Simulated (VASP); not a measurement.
## ZrTaO4: relaxation of cell and atoms with PBE

The system is ZrTaO4.

```xyz
6
Lattice="4.5977 0.0000 0.0000 -2.2988 3.9817 0.0000 0.0000 0.0000 4.7205" Properties=species:S:1:pos:R:3 pbc="T T T"
Zr    2.2988    1.3272    2.3603
Ta    0.0000    2.6545    2.3603
O     2.2988    1.3272    0.0000
O     3.6799    0.5299    0.0000
O     2.2988    2.9219    0.0000
O     0.9178    0.5299    0.0000
```

The cell was built by a generator and needn't be a form met in nature.

```yaml
Program: VASP 6.6.1
Task: relaxation of cell and atoms
Functional: PBE
Potentials_or_basis: VASP PAW PBE potentials, release 64 (Zr_sv, Ta_pv, O)
Cutoff: 520 eV
k_mesh: 4 × 4 × 3
Occupations: gaussian, width 0.15 eV
Spin: no spin polarisation
Further_INCAR_settings: PREC = Normal; ALGO = Fast; EDIFF = 0.0001; IBRION = 2; EDIFFG = -0.08; NSW = 24; ISIF = 3
```

```yaml
Relaxed_volume: 15.41 Å³/atom
Relaxed_cell: a = 5.221 Å, b = 5.221 Å, c = 3.917 Å, α = 90.00°, β = 90.00°, γ = 120.00°
Space_group_after_relaxing_to_0.05_Å: P-6m2 (No. 187)
Energy_gained_by_relaxing: 660.4 meV/atom
Ionic_steps: 12
Pressure_after_relaxing: 0.1 GPa
Largest_force_after_relaxing: 0.034 eV/Å
Band_gap_on_the_k_mesh: none (metal or under the smearing width)
```

Forces in eV/Å, atoms in the order of the input:
```
Zr   0.000  0.000  0.000
Ta   0.000  0.000  0.000
O    0.000  0.000  0.000
O    0.029 -0.017  0.000
O    0.000  0.034  0.000
O   -0.029 -0.017  0.000
```

Stress tensor (GPa, compression positive):
```
-0.06  0.00  0.00
 0.00 -0.06  0.00
 0.00  0.00  0.46
```

The path:
```tsv
step	energy change (eV)	largest force (eV/Å)	pressure (GPa)	volume (Å³)
1	0.0000	1.3478	13.65	86.42
2	-3.2728	0.1499	-9.10	101.06
3	-3.4029	0.2174	-11.19	103.73
4	-3.2033	0.8057	10.63	90.35
5	-3.8776	0.0810	-3.93	97.20
6	-3.8788	0.0932	-3.50	96.96
7	-3.9396	0.3109	0.31	93.05
8	-3.9412	0.2838	-0.11	93.54
9	-3.9412	0.2772	-0.22	93.64
10	-3.9508	0.2143	0.06	93.11
11	-3.9575	0.1131	1.07	92.08
12	-3.9626	0.0338	0.12	92.47
```

Final structure:
```yaml
crystal:
  lattice:
    - [5.22088, 0.00000, 0.00000]
    - [-2.61044, 4.52141, 0.00000]
    - [0.00000, 0.00000, 3.91727]
  atoms:
    - { symbol: Zr, position: [0.66667, 0.33333, 0.50000] }
    - { symbol: Ta, position: [0.33333, 0.66667, 0.50000] }
    - { symbol: O, position: [0.66667, 0.33333, 0.00000] }
    - { symbol: O, position: [0.86163, 0.13837, 0.00000] }
    - { symbol: O, position: [0.86163, 0.72326, 0.00000] }
    - { symbol: O, position: [0.27674, 0.13837, 0.00000] }
```

Levels at points of the mesh, in eV from the Fermi level:
| k point | band 20 | band 21 | band 22 | band 23 | band 24 | band 25 | band 26 | band 27 |
| --- | --- | --- | --- | --- | --- | --- | --- | --- |
| (0.00, 0.00, 0.00) | -2.54 | -2.53 | -1.19 | -0.97 | 0.13 | 0.13 | 0.37 | 0.37 |
| (0.50, 0.00, 0.00) | -1.82 | -1.77 | -0.95 | -0.65 | -0.29 | 0.23 | 0.73 | 1.01 |

Run time: 2.4 min on 1 thread of Intel(R) Xeon(R) Platinum 8259CL CPU @ 2.50GHz (Skylake/Cascade Lake), on a shared host, peak memory 0.17 GiB.

Caveat: the k mesh is coarse (spacing up to 0.44 Å⁻¹), so the values aren't converged; an odd number of electrons without spin polarisation forces a metal; a magnetic or distorted state may lie lower; the relaxation stopped at a loose force limit of 0.08 eV/Å, so its end isn't a converged minimum. Spin-orbit coupling is left out, which matters for the levels of Ta.
